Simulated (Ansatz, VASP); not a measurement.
## Cross-check of BiAs between VASP and Ansatz

Aim: how closely do two programs agree when they are given the same cell, functional and k mesh? The cell is generated by rule, not measured, and may not be a known phase. The cell is taken from a series of runs on this material, whose earlier steps may have relaxed, scaled, displaced or heated it; both programs get it as it stands.

Method: plane waves, with VASP 6.6.1 beside it; zone-centre phonons at PBEsol, in Ansatz 0.2.0.

The structure was built from a prototype and need not be the compound's stable phase.

### Step 1. Starting point

The structure is hexagonal, space group P6_3/mmc (No. 194). The conventional cell has a = 4.982 Å, b = 4.982 Å, c = 6.046 Å, α = 90.00°, β = 90.00°, γ = 120.00°. Nearest to Bi lie 5 As at 2.88 to 3.02 Å. Nearest to As lie 5 Bi at 2.88 to 3.02 Å. Farther neighbours are not listed.

Structure file:

```xyz
4
Lattice="4.9821 0.0000 0.0000 -2.4910 4.3146 0.0000 0.0000 0.0000 6.0464" Properties=species:S:1:pos:R:3 pbc="T T T"
Bi    0.0000    2.8764    1.5116
Bi    2.4910    1.4382    4.5348
As    2.4910    1.4382    1.5116
As    0.0000    2.8764    4.5348
```

### Step 2. VASP: zone-centre phonons, PBEsol

Second derivatives magnify differences that forces hide, and they need a tight electronic threshold.

Lines of VASP's logs that name or quote its potential files are left out, and so is its time.

File INCAR:

```
SYSTEM = BiAs
PREC = Accurate
ENCUT = 500
EDIFF = 1E-08
NELM = 120
ISMEAR = 1
SIGMA = 0.2
LREAL = .FALSE.
ALGO = Normal
GGA = PS
NBANDS = 26
LORBIT = 11
LWAVE = .FALSE.
LCHARG = .FALSE.
ISIF = 2
IBRION = 8
LASPH = .TRUE.
GGA_COMPAT = .FALSE.
KPAR = 2
```

File POSCAR:

```
BiAs
1.0
    4.9820844675      0.0000000000      0.0000000000
   -2.4910422338      4.3146117127      0.0000000000
    0.0000000000      0.0000000000      6.0463763251
Bi As
2 2
Direct
    0.3333333333      0.6666666667      0.2500000000
    0.6666666667      0.3333333333      0.7500000000
    0.6666666667      0.3333333333      0.2500000000
    0.3333333333      0.6666666667      0.7500000000
```

File KPOINTS:

```
Automatic mesh
0
Gamma
12 12 8
0 0 0
```

The projector-augmented-wave data sets are Bi_d and As (PBE family, release 64).

Run with:

```
$ mpirun -np 2 vasp_std
```

Numbers of over 12 decimals in the logs are rounded to 6 here.

The program printed:

```text
[banner, memory and clock lines left out]
running    2 mpi-ranks, on    1 nodes
 distrk:  each k-point on    1 cores,    2 groups
 distr:  one band on    1 cores,    1 groups

 POSCAR found type information on POSCAR BiAs
 POSCAR found :  2 types and       4 ions
|                                                                             |
|               ----> ADVICE to this user running VASP <----                  |
|                                                                             |
|     You enforced a specific xc type in the INCAR file but a different       |
|     [... a line on the potential file left out ...]
|     I HOPE YOU KNOW WHAT YOU ARE DOING!                                     |
|                                                                             |

 LDA part: xc-table for (Slater+PW92), standard interpolation
 POSCAR, INCAR and KPOINTS ok, starting setup
 FFT: planning ... GRIDC
 FFT: planning ... GRID_SOFT
 FFT: planning ... GRID
 WAVECAR not read
 entering main loop
       N       E                     dE             d eps       ncg     rms          rms(c)
DAV:   1     0.372224544916E+03    0.37222E+03   -0.19505E+04  4980   0.154E+03
DAV:   2     0.195504578473E+02   -0.35267E+03   -0.34690E+03  5212   0.399E+02
DAV:   3    -0.171405883314E+02   -0.36691E+02   -0.35872E+02  6280   0.145E+02
DAV:   4    -0.185685100843E+02   -0.14279E+01   -0.14214E+01  5688   0.304E+01
DAV:   5    -0.186279663039E+02   -0.59456E-01   -0.59426E-01  6928   0.607E+00    0.341E+00
DAV:   6    -0.181950307760E+02    0.43294E+00   -0.15453E+00  5982   0.557E+00    0.168E+00
DAV:   7    -0.181931119675E+02    0.19188E-02   -0.20208E-01  5678   0.172E+00    0.952E-01
DAV:   8    -0.181888409201E+02    0.42710E-02   -0.40630E-02  5712   0.123E+00    0.190E-01
DAV:   9    -0.181870584787E+02    0.17824E-02   -0.12696E-02  5790   0.622E-01    0.774E-02
DAV:  10    -0.181873093254E+02   -0.25085E-03   -0.11012E-03  6242   0.148E-01    0.384E-02
DAV:  11    -0.181874669157E+02   -0.15759E-03   -0.35272E-04  5362   0.933E-02    0.858E-03
DAV:  12    -0.181874684103E+02   -0.14947E-05   -0.19463E-05  6174   0.216E-02    0.573E-03
DAV:  13    -0.181874710907E+02   -0.26804E-05   -0.62034E-06  5304   0.105E-02    0.271E-03
DAV:  14    -0.181874713253E+02   -0.23454E-06   -0.26901E-07  6872   0.460E-03    0.151E-03
DAV:  15    -0.181874714744E+02   -0.14911E-06   -0.18152E-07  5442   0.258E-03    0.736E-04
DAV:  16    -0.181874714609E+02    0.13448E-07   -0.28118E-08  4076   0.971E-04    0.250E-04
DAV:  17    -0.181874714654E+02   -0.44647E-08   -0.29704E-09  2808   0.335E-04
   1 F= -.18187471E+02 E0= -.18187747E+02  d E =0.827631E-03
 Linear response reoptimize wavefunctions to high precision
DAV:   1    -0.181874714583E+02    0.70659E-08   -0.12453E-09  2874   0.254E-04
DAV:   2    -0.181874714584E+02   -0.20009E-10   -0.29796E-10  2678   0.134E-04
 Linear response DOF=           4
 Linear response progress:
  Degree of freedom:   1/  4
       N       E                     dE             d eps       ncg     rms          rms(c)
RMM:   1    -0.332944856808E+00   -0.33294E+00    0.21534E-01 25463   0.816E+00
RMM:   2    -0.340235315337E+00   -0.72905E-02   -0.20192E-02 31324   0.963E-01    0.385E-02
RMM:   3    -0.340198417151E+00    0.36898E-04   -0.17639E-03 36098   0.287E-01    0.231E-02
RMM:   4    -0.339960700134E+00    0.23772E-03   -0.12234E-04 35801   0.831E-02    0.539E-03
RMM:   5    -0.339973718341E+00   -0.13018E-04   -0.17876E-05 37671   0.286E-02    0.278E-03
RMM:   6    -0.339989691627E+00   -0.15973E-04   -0.51245E-06 36340   0.111E-02    0.678E-04
RMM:   7    -0.339997617425E+00   -0.79258E-05   -0.21554E-06 38301   0.473E-03    0.253E-04
RMM:   8    -0.339996542698E+00    0.10747E-05   -0.70737E-07 36922   0.209E-03    0.808E-05
RMM:   9    -0.339996126382E+00    0.41632E-06   -0.52092E-07 37986   0.793E-04    0.411E-05
RMM:  10    -0.339995817861E+00    0.30852E-06   -0.15254E-07 38188   0.401E-04    0.502E-06
RMM:  11    -0.339995803141E+00    0.14720E-07   -0.41822E-08 38375   0.255E-04    0.345E-06
RMM:  12    -0.339995801977E+00    0.11643E-08    0.22517E-08 39248   0.196E-04    0.212E-06
 first order change of Fermi-energy  -0.45176E-04
 force on displaced ion       1 direction 1 :  -4.376  -0.002   0.000
 Linear response progress:
  Degree of freedom:   2/  4
       N       E                     dE             d eps       ncg     rms          rms(c)
RMM:   1    -0.341432258148E+00   -0.34143E+00    0.24732E-01  9011   0.822E+00
RMM:   2    -0.348250319415E+00   -0.68181E-02   -0.20803E-02 10966   0.963E-01    0.547E-02
RMM:   3    -0.348263412499E+00   -0.13093E-04   -0.21315E-03 12603   0.278E-01    0.324E-02
RMM:   4    -0.347961865314E+00    0.30155E-03   -0.58868E-06 12566   0.852E-02    0.644E-03
RMM:   5    -0.347988196216E+00   -0.26331E-04   -0.17029E-04 12607   0.297E-02    0.220E-03
RMM:   6    -0.347983761560E+00    0.44347E-05   -0.29917E-06 12643   0.117E-02    0.873E-04
RMM:   7    -0.347995138323E+00   -0.11377E-04   -0.15405E-05 12660   0.534E-03    0.232E-04
RMM:   8    -0.347991951389E+00    0.31869E-05   -0.63591E-06 12476   0.254E-03    0.734E-05
RMM:   9    -0.347991096027E+00    0.85536E-06   -0.80874E-06 12865   0.121E-03    0.414E-05
RMM:  10    -0.347990938486E+00    0.15754E-06   -0.56857E-06 13143   0.603E-04    0.176E-05
RMM:  11    -0.347990502004E+00    0.43648E-06   -0.47788E-06 12780   0.345E-04    0.477E-06
RMM:  12    -0.347990416538E+00    0.85465E-07   -0.44477E-06 13609   0.224E-04    0.377E-06
RMM:  13    -0.347990154580E+00    0.26196E-06   -0.20888E-06 13518   0.173E-04    0.151E-06
RMM:  14    -0.347990102241E+00    0.52339E-07   -0.14504E-06 12718   0.148E-04    0.171E-06
RMM:  16    -0.347989991069E+00    0.95203E-08   -0.54534E-07 11361   0.127E-04    0.324E-07
RMM:  17    -0.347989947219E+00    0.43849E-07   -0.11460E-07 10286   0.123E-04    0.384E-07
RMM:  18    -0.347989954771E+00   -0.75512E-08   -0.18744E-07  9687   0.121E-04    0.343E-07
RMM:  19    -0.347989942662E+00    0.12108E-07   -0.66427E-08  9483   0.120E-04    0.346E-07
 first order change of Fermi-energy  -0.65383E-04
 force on displaced ion       1 direction 3 :   0.000  -0.000  -0.317
 Linear response progress:
  Degree of freedom:   3/  4
       N       E                     dE             d eps       ncg     rms          rms(c)
RMM:   1    -0.481096508731E-01   -0.48110E-01    0.53648E-02 37402   0.902E-01
RMM:   2    -0.462934785321E-01    0.18162E-02   -0.21682E-03 29996   0.244E-01    0.459E-02
RMM:   3    -0.464625709718E-01   -0.16909E-03   -0.41734E-04 36332   0.827E-02    0.234E-02
RMM:   4    -0.465963761615E-01   -0.13381E-03   -0.49504E-05 35555   0.416E-02    0.460E-03
RMM:   5    -0.466015690562E-01   -0.51929E-05   -0.48932E-06 38304   0.131E-02    0.244E-03
RMM:   6    -0.465970030320E-01    0.45660E-05   -0.16128E-06 36514   0.507E-03    0.641E-04
RMM:   7    -0.465972848458E-01   -0.28181E-06   -0.38984E-07 38610   0.149E-03    0.246E-04
RMM:   8    -0.465983055081E-01   -0.10207E-05   -0.24538E-09 35930   0.537E-04    0.439E-05
RMM:   9    -0.465979906076E-01    0.31490E-06   -0.18888E-08 39393   0.230E-04    0.155E-05
RMM:  10    -0.465980659736E-01   -0.75366E-07   -0.34102E-09 37127   0.120E-04    0.435E-06
RMM:  11    -0.465980619464E-01    0.40271E-08    0.24725E-08 39961   0.716E-05    0.146E-06
 first order change of Fermi-energy   0.39192E-04
 force on displaced ion       3 direction 1 :  -4.124   0.001   0.000
 Linear response progress:
  Degree of freedom:   4/  4
       N       E                     dE             d eps       ncg     rms          rms(c)
RMM:   1    -0.516772020766E-01   -0.51677E-01    0.56398E-02 13054   0.805E-01
RMM:   2    -0.501958475349E-01    0.14814E-02   -0.31225E-03 10941   0.186E-01    0.636E-02
RMM:   3    -0.502474742920E-01   -0.51627E-04   -0.40177E-04 12648   0.700E-02    0.364E-02
RMM:   4    -0.504324722916E-01   -0.18500E-03   -0.10210E-04 12349   0.393E-02    0.423E-03
RMM:   5    -0.504477567219E-01   -0.15284E-04   -0.31538E-06 13198   0.121E-02    0.204E-03
RMM:   6    -0.504421781547E-01    0.55786E-05   -0.17023E-06 13086   0.344E-03    0.760E-04
RMM:   7    -0.504414273811E-01    0.75077E-06   -0.25348E-07 12859   0.119E-03    0.925E-05
RMM:   8    -0.504416707020E-01   -0.24332E-06   -0.58544E-08 13379   0.391E-04    0.385E-05
RMM:   9    -0.504413821065E-01    0.28860E-06    0.12330E-07 13190   0.179E-04    0.161E-05
RMM:  10    -0.504413966110E-01   -0.14505E-07    0.12690E-07 13327   0.755E-05    0.444E-06
RMM:  11    -0.504414436220E-01   -0.47011E-07    0.80192E-10 13172   0.486E-05    0.179E-06
RMM:  12    -0.504414487130E-01   -0.50910E-08    0.59415E-09 11529   0.391E-05    0.551E-07
 first order change of Fermi-energy   0.26087E-03
 force on displaced ion       3 direction 3 :  -0.000   0.000  -0.881
 Linear response finished
```

OUTCAR, selected parts (step 2):

```text
ion  position               nearest neighbor table
   1  0.333  0.667  0.250-   3 2.88   3 2.88   3 2.88   4 3.02   4 3.02
   2  0.667  0.333  0.750-   4 2.88   4 2.88   4 2.88   3 3.02   3 3.02
   3  0.667  0.333  0.250-   1 2.88   1 2.88   1 2.88   2 3.02   2 3.02
   4  0.333  0.667  0.750-   2 2.88   2 2.88   2 2.88   1 3.02   1 3.02

  LATTYP: Found a hexagonal cell.
 ALAT       =     4.9820844675
 C/A-ratio  =     1.2136238084

 Subroutine GETGRP returns: Found 24 space group operations
 (whereof 12 operations were pure point group operations)

The static configuration has the point symmetry D_3d.
 The point group associated with its full space group is D_6h.

 Found     95 irreducible k-points:

   k-points           NKPTS =     95   k-points in BZ     NKDIM =     95   number of bands    NBANDS=     26

   dimension x,y,z NGX =    36 NGY =   36 NGZ =   48
   dimension x,y,z NGXF=    72 NGYF=   72 NGZF=   96

   ENCUT  =  500.0 eV  36.75 Ry    6.06 a.u.   9.08  9.08 11.02*2*pi/ulx,y,z

   NELECT =      40.0000    total number of electrons

 k-points in reciprocal lattice and weights: Automatic mesh
   0.00000000  0.00000000  0.00000000       0.001
   0.08333333 -0.00000000  0.00000000       0.005
   0.16666667 -0.00000000  0.00000000       0.005
   0.25000000 -0.00000000  0.00000000       0.005
   0.33333333  0.00000000  0.00000000       0.005
   0.41666667 -0.00000000  0.00000000       0.005
   0.50000000 -0.00000000  0.00000000       0.003
   0.08333333  0.08333333  0.00000000       0.005
   0.16666667  0.08333333  0.00000000       0.010
[...]
0.33333333  0.25000000  0.50000000       0.010
   0.33333333  0.33333333  0.50000000       0.002

 average (electrostatic) potential at core
       1-106.3234       2-106.3234       3 -49.7702       4 -49.7702

  Total        0.0363656      0.0363656      0.0365306     -0.0000000      0.0000000      0.0000000
  in kB        0.4482837      0.4482837      0.4503181     -0.0000000      0.0000000      0.0000000
  external PRESSURE =       0.4489619 kB  Pullay stress =       0.0000000 kB

  energy-cutoff  :      500.00
  volume of cell :      129.97
      direct lattice vectors                 reciprocal lattice vectors
     4.982084468  0.000000000  0.000000000     0.200719198  0.115885283  0.000000000
    -2.491042234  4.314611713  0.000000000     0.000000000  0.231770566  0.000000000
     0.000000000  0.000000000  6.046376325     0.000000000  0.000000000  0.165388316

 POSITION                                       TOTAL-FORCE (eV/Angst)
 -----------------------------------------------------------------------------------
     -0.00000      2.87641      1.51159        -0.000000      0.000000      0.000000
      2.49104      1.43820      4.53478         0.000000     -0.000000      0.000000
      2.49104      1.43820      1.51159        -0.000000      0.000000      0.000000
     -0.00000      2.87641      4.53478         0.000000     -0.000000      0.000000
 -----------------------------------------------------------------------------------
    total drift:                                0.000000     -0.000000      0.000000

 Eigenvectors and eigenvalues of the dynamical matrix
 ----------------------------------------------------

   1 f  =    4.380505 THz    27.523524 2PiTHz  146.117914 cm-1    18.116304 meV
             X         Y         Z           dx          dy          dz
     -0.000000  2.876408  1.511594     0.147844   -0.332613   -0.000000
      2.491042  1.438204  4.534782     0.147844   -0.332613   -0.000000
      2.491042  1.438204  1.511594    -0.246235    0.553967   -0.000000
     -0.000000  2.876408  4.534782    -0.246235    0.553967    0.000000

   2 f  =    4.380505 THz    27.523524 2PiTHz  146.117914 cm-1    18.116304 meV
             X         Y         Z           dx          dy          dz
     -0.000000  2.876408  1.511594    -0.332613   -0.147844    0.000000
      2.491042  1.438204  4.534782    -0.332613   -0.147844    0.000000
      2.491042  1.438204  1.511594     0.553967    0.246235    0.000000
     -0.000000  2.876408  4.534782     0.553967    0.246235    0.000000

   3 f  =    4.241932 THz    26.652846 2PiTHz  141.495626 cm-1    17.543214 meV
             X         Y         Z           dx          dy          dz
     -0.000000  2.876408  1.511594     0.154095   -0.346681    0.000000
      2.491042  1.438204  4.534782    -0.154095    0.346681    0.000000
      2.491042  1.438204  1.511594    -0.242367    0.545275    0.000000
     -0.000000  2.876408  4.534782     0.242367   -0.545275   -0.000000

   4 f  =    4.241932 THz    26.652846 2PiTHz  141.495626 cm-1    17.543214 meV
             X         Y         Z           dx          dy          dz
     -0.000000  2.876408  1.511594    -0.346681   -0.154095   -0.000000
      2.491042  1.438204  4.534782     0.346681    0.154095   -0.000000
      2.491042  1.438204  1.511594     0.545275    0.242367    0.000000
     -0.000000  2.876408  4.534782    -0.545275   -0.242367   -0.000000

   5 f  =    3.760312 THz    23.626740 2PiTHz  125.430523 cm-1    15.551396 meV
             X         Y         Z           dx          dy          dz
     -0.000000  2.876408  1.511594     0.000000   -0.000000   -0.201650
      2.491042  1.438204  4.534782    -0.000000    0.000000    0.201650
      2.491042  1.438204  1.511594    -0.000000    0.000000   -0.677744
     -0.000000  2.876408  4.534782     0.000000   -0.000000    0.677744

   6 f  =    1.559274 THz     9.797206 2PiTHz   52.011776 cm-1     6.448635 meV
             X         Y         Z           dx          dy          dz
     -0.000000  2.876408  1.511594    -0.000000    0.000000    0.677744
      2.491042  1.438204  4.534782    -0.000000    0.000000   -0.677744
      2.491042  1.438204  1.511594    -0.000000   -0.000000   -0.201650
     -0.000000  2.876408  4.534782    -0.000000    0.000000    0.201650

   7 f  =    0.006561 THz     0.041227 2PiTHz    0.218868 cm-1     0.027136 meV
             X         Y         Z           dx          dy          dz
     -0.000000  2.876408  1.511594     0.000000   -0.000000    0.607420
      2.491042  1.438204  4.534782     0.000000   -0.000000    0.607420
      2.491042  1.438204  1.511594     0.000000   -0.000000    0.361996
     -0.000000  2.876408  4.534782     0.000000   -0.000000    0.361996

   8 f/i=    0.005351 THz     0.033621 2PiTHz    0.178489 cm-1     0.022130 meV
             X         Y         Z           dx          dy          dz
     -0.000000  2.876408  1.511594    -0.397831    0.457429    0.000000
      2.491042  1.438204  4.534782    -0.397831    0.457429    0.000000
      2.491042  1.438204  1.511594    -0.238866    0.274649    0.000000
     -0.000000  2.876408  4.534782    -0.238866    0.274649    0.000000

   9 f/i=    0.005351 THz     0.033621 2PiTHz    0.178489 cm-1     0.022130 meV
             X         Y         Z           dx          dy          dz
     -0.000000  2.876408  1.511594     0.457429    0.397831   -0.000000
      2.491042  1.438204  4.534782     0.457429    0.397831   -0.000000
      2.491042  1.438204  1.511594     0.274649    0.238866   -0.000000
     -0.000000  2.876408  4.534782     0.274649    0.238866   -0.000000

  10 f/i=    0.200347 THz     1.258817 2PiTHz    6.682856 cm-1     0.828568 meV
             X         Y         Z           dx          dy          dz
     -0.000000  2.876408  1.511594    -0.545876   -0.241011   -0.000000
      2.491042  1.438204  4.534782     0.545876    0.241011   -0.000000
      2.491042  1.438204  1.511594    -0.347063   -0.153233   -0.000000
     -0.000000  2.876408  4.534782     0.347063    0.153233   -0.000000

  11 f/i=    0.200347 THz     1.258817 2PiTHz    6.682856 cm-1     0.828568 meV
             X         Y         Z           dx          dy          dz
     -0.000000  2.876408  1.511594    -0.241011    0.545876   -0.000000
      2.491042  1.438204  4.534782     0.241011   -0.545876   -0.000000
      2.491042  1.438204  1.511594    -0.153233    0.347063   -0.000000
     -0.000000  2.876408  4.534782     0.153233   -0.347063   -0.000000

  12 f/i=    3.175514 THz    19.952344 2PiTHz  105.923749 cm-1    13.132865 meV
             X         Y         Z           dx          dy          dz
     -0.000000  2.876408  1.511594    -0.000000   -0.000000   -0.361996
      2.491042  1.438204  4.534782     0.000000    0.000000   -0.361996
      2.491042  1.438204  1.511594    -0.000000   -0.000000    0.607420
     -0.000000  2.876408  4.534782     0.000000    0.000000    0.607420

 ELASTIC MODULI CONTR FROM IONIC RELAXATION (kBar)
 Direction    XX          YY          ZZ          XY          YZ          ZX
 --------------------------------------------------------------------------------
 XX        -103.5015    103.5015      0.0000      0.0000      0.0000     -0.0000
 YY         103.5015   -103.5015     -0.0000      0.0000     -0.0000      0.0000
 ZZ           0.0000     -0.0000     -0.0000     -0.0000      0.0000      0.0000
 XY           0.0000      0.0000     -0.0000   -103.5015     -0.0000     -0.0000
 YZ           0.0000     -0.0000      0.0000     -0.0000     -0.0000     -0.0000
 ZX          -0.0000      0.0000      0.0000     -0.0000     -0.0000     -0.0000
 --------------------------------------------------------------------------------
```

(Continued in part 2 of 2.)

[Lines on the potential files, build, host, timing and source positions are cut from VASP's logs without a mark.]

[Logs are printed without paths, hosts, clocks, repeated set-up lines and the standing remarks that a program may print on its own settings, such as how far it seeks lower states.]

[Hosts, paths, dates, database ids (printed as entryN), source tags and the programs' standing remarks are cut or masked in the printed files.]
